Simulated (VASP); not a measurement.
These are PBEsol GGA, VASP's PBE PAW potentials (set 64) (plane waves; VASP) values and carry that method's errors.

VASP input:

### POSCAR
```
CdS(110) slab
1
    7.1598866099     0.0000000000     0.0000000000
    0.0000000000     6.7166299026     0.0000000000
    0.0000000000     0.0000000000    25.3118075892
Cd S
10 10
Direct
  0.1142945194   0.0316650700   0.3549395736
  0.8857054806   0.5316650700   0.3549395736
  0.6691413257   0.9867568192   0.4160255773
  0.3308586743   0.4867568192   0.4160255773
  0.1689929755   0.9919402218   0.5000000000
  0.8310070245   0.4919402218   0.5000000000
  0.6691413257   0.9867568192   0.5839744227
  0.3308586743   0.4867568192   0.5839744227
  0.1142945194   0.0316650700   0.6450604264
  0.8857054806   0.5316650700   0.6450604264
  0.1830896630   0.3762706604   0.3312829387
  0.8169103370   0.8762706604   0.3312829387
  0.6671780425   0.3667482420   0.4182756691
  0.3328219575   0.8667482420   0.4182756691
  0.1677631858   0.3701781953   0.5000000000
  0.8322368142   0.8701781953   0.5000000000
  0.6671780425   0.3667482420   0.5817243309
  0.3328219575   0.8667482420   0.5817243309
  0.1830896630   0.3762706604   0.6687170613
  0.8169103370   0.8762706604   0.6687170613
```

### KPOINTS
```
Automatic mesh
0
Gamma
3 3 1
0 0 0
```

**INCAR**
```
LORBIT  =  11   ! lm-projected
SIGMA  =  0.05   ! width (eV)
LWAVE  =  F
IDIPOL  =  3
LDIPOL  =  T
NELM  =  100
GGA  =  PS   ! PBEsol
ALGO  =  Normal   ! blocked Davidson
LMAXMIX  =  4
LVHAR  =  T
DIPOL  =  0.5 0.5 0.5
NELMIN  =  4
PREC  =  Normal
LASPH  =  T
ENCUT  =  400   ! plane-wave cut-off (eV)
LREAL  =  Auto
SYSTEM  =  CdS(110) slab
LCHARG  =  F
ISMEAR  =  0
EDIFF  =  1E-6   ! SCF stop (eV)
```

POTCAR, in this order: Cd S (PBE.64 set). Program: vasp_std. Read from the step before: WAVECAR.

Output

File OSZICAR:
```
       N       E                     dE             d eps       ncg     rms          rms(c)
DAV:   1    -0.657679582004E+02   -0.65768E+02   -0.32154E-05  1040   0.350E-02    0.791E-03
DAV:   2    -0.657679538655E+02    0.43350E-05   -0.12921E-05   964   0.271E-02    0.781E-03
DAV:   3    -0.657679530810E+02    0.78443E-06   -0.29355E-06   768   0.499E-03    0.738E-03
DAV:   4    -0.657679528914E+02    0.18966E-06   -0.51145E-07   528   0.256E-03
   1 F= -.65767953E+02 E0= -.65767953E+02  d E =-.102206E-11
```

OUTCAR:
```
------------------------ aborting loop because EDIFF is reached ----------------------------------------
  FORCE on cell =-STRESS in cart. coord.  units (eV):
  Direction    XX          YY          ZZ          XY          YZ          ZX
  --------------------------------------------------------------------------------------
  Total       -2.0304840     -1.4097996     -1.0998693      0.0000000      0.0000000      0.0000000
  in kB       -2.6725720     -1.8556123     -1.4476745      0.0000000      0.0000000      0.0000000
  external PRESSURE =      -1.9919529 kB  Pullay stress =       0.0000000 kB
  volume of cell :     1217.25
      direct lattice vectors                 reciprocal lattice vectors
     7.159886610  0.000000000  0.000000000     0.139667016  0.000000000  0.000000000
     0.000000000  6.716629903  0.000000000     0.000000000  0.148884190  0.000000000
     0.000000000  0.000000000 25.311807589     0.000000000  0.000000000  0.039507254
 POSITION                                       TOTAL-FORCE (eV/Angst)
 -----------------------------------------------------------------------------------
      0.81834      0.21268      8.98416        -0.018604      0.012204     -0.007742
      6.34155      3.57100      8.98416         0.018604      0.012204     -0.007742
      4.79098      6.62768     10.53036        -0.013887      0.003702     -0.015029
      2.36891      3.26937     10.53036         0.013887      0.003702     -0.015029
      1.20997      6.66250     12.65590        -0.006326     -0.017413     -0.000000
      5.94992      3.30418     12.65590         0.006326     -0.017413     -0.000000
      4.79098      6.62768     14.78145        -0.013887      0.003702      0.015029
      2.36891      3.26937     14.78145         0.013887      0.003702      0.015029
      0.81834      0.21268     16.32765        -0.018604      0.012204      0.007742
      6.34155      3.57100     16.32765         0.018604      0.012204      0.007742
      1.31090      2.52727      8.38537        -0.009769     -0.003262      0.001795
      5.84899      5.88559      8.38537         0.009769     -0.003262      0.001795
      4.77692      2.46331     10.58731         0.002946      0.004935     -0.011811
      2.38297      5.82163     10.58731        -0.002946      0.004935     -0.011811
      1.20117      2.48635     12.65590         0.011880     -0.017747     -0.000000
      5.95872      5.84466     12.65590        -0.011880     -0.017747     -0.000000
      4.77692      2.46331     14.72449         0.002946      0.004935      0.011811
      2.38297      5.82163     14.72449        -0.002946      0.004935      0.011811
      1.31090      2.52727     16.92644        -0.009769     -0.003262     -0.001795
      5.84899      5.88559     16.92644         0.009769     -0.003262     -0.001795
 -----------------------------------------------------------------------------------
    total drift:                               -0.000000      0.024488      0.000001
  FREE ENERGIE OF THE ION-ELECTRON SYSTEM (eV)
  ---------------------------------------------------
  free  energy   TOTEN  =       -65.7679528914 eV

  energy  without entropy=      -65.7679528914  energy(sigma->0) =      -65.76795289

 total charge

# of ion       s       p       d       tot
------------------------------------------
    1        0.476   0.311   9.545  10.332
    2        0.476   0.311   9.545  10.332
    3        0.432   0.328   9.555  10.315
    4        0.432   0.328   9.555  10.315
    5        0.431   0.333   9.554  10.318
    6        0.431   0.333   9.554  10.318
    7        0.432   0.328   9.555  10.315
    8        0.432   0.328   9.555  10.315
    9        0.476   0.311   9.545  10.332
   10        0.476   0.311   9.545  10.332
   11        1.336   2.333   0.000   3.669
   12        1.336   2.333   0.000   3.669
   13        1.319   2.371   0.000   3.690
   14        1.319   2.371   0.000   3.690
   15        1.320   2.365   0.000   3.685
   16        1.320   2.365   0.000   3.685
   17        1.319   2.371   0.000   3.690
   18        1.319   2.371   0.000   3.690
   19        1.336   2.333   0.000   3.669
   20        1.336   2.333   0.000   3.669
--------------------------------------------------
tot         17.752  26.767  95.508 140.027
```
(Selected blocks of OUTCAR.)

The cell is a thin slab with vacuum, built from CdS (wurtzite): (110) face.
